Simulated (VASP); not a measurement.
Wanted: the native input for a VASP 6.6.1 run.

* Task: single point
* Functional: LDA
* Potentials or basis: VASP PAW LDA potentials, release 64 (Ti_sv, Br)
* Cutoff: 520 eV
* k mesh: 5 × 5 × 5
* Occupations: gaussian, width 0.05 eV
* Spin: collinear spin, zero start
* Starting moments: [0.0, 0.0, 0.0] μB
* Hubbard terms: Ti d U = 6 eV
* Further INCAR settings: ALGO = Normal; EDIFF = 1e-06; NBANDS = 24

The structure of TiBr2 lies in POSCAR:

```
TiBr2
1.0
    2.0716729200      1.1960809200      6.2634474900
   -2.0716729200      1.1960809200      6.2634474900
    0.0000000000     -2.3921618400      6.2634474900
Ti Br
1 2
Direct
    0.0000000000      0.0000000000      0.0000000000
    0.2520000000      0.2520000000      0.2520000000
    0.7480000000      0.7480000000      0.7480000000
```

The cell was built by a generator and needn't be a form met in nature.

These files were run (other wordings do the same):

INCAR

```
PREC     = Accurate       # precision mode
ENCUT    = 520            # plane-wave cutoff, eV
EDIFF    = 1E-6           # SCF threshold, eV
ISMEAR   = 0              # smearing method
SIGMA    = 0.05           # smearing width, eV
LREAL    = False          # projectors in reciprocal space
LASPH    = True           # aspherical terms in the spheres
NELM     = 60             # most SCF steps
ALGO     = Normal         # electronic algorithm
ISIF     = 2              # what is computed and relaxed
LWAVE    = False          # write WAVECAR
LCHARG   = False          # write CHGCAR
ISPIN    = 2              # spin polarisation
MAGMOM   = 0 0 0          # initial moments
LORBIT   = 11             # projections on sites
LMAXMIX  = 4              # l up to which the mixer works
LDAU     = True           # DFT+U
LDAUTYPE = 2            
LDAUL    = 2 -1           # shell
LDAUU    = 6 0            # U, eV
LDAUJ    = 0 0          
LDAUPRINT= 1            
GGA      = CA             # functional
NBANDS   = 24             # bands
```

KPOINTS

```
regular mesh
0
Gamma
  5 5 5
```

Potentials or basis: VASP PAW LDA potentials, release 64 (Ti_sv, Br).

Launch:

```console
$ cat potpaw_LDA.64/Ti_sv/POTCAR potpaw_LDA.64/Br/POTCAR > POTCAR
$ mpirun -np 1 vasp_std > vasp.out
```

Results of the run:

```
Pressure                                              : -7.5 GPa
Largest force                                         : 0.811 eV/Å
Band gap on the k mesh                                : none (metal or under the smearing width)
Net moment                                            : 0.00 μB per cell
Valence electrons inside the program's atomic spheres : Ti 9.91; Br 4.84
```

Run time: 8.9 min on 1 thread of Intel(R) Xeon(R) Platinum 8488C (Sapphire Rapids), on a shared host, peak memory 0.34 GiB.
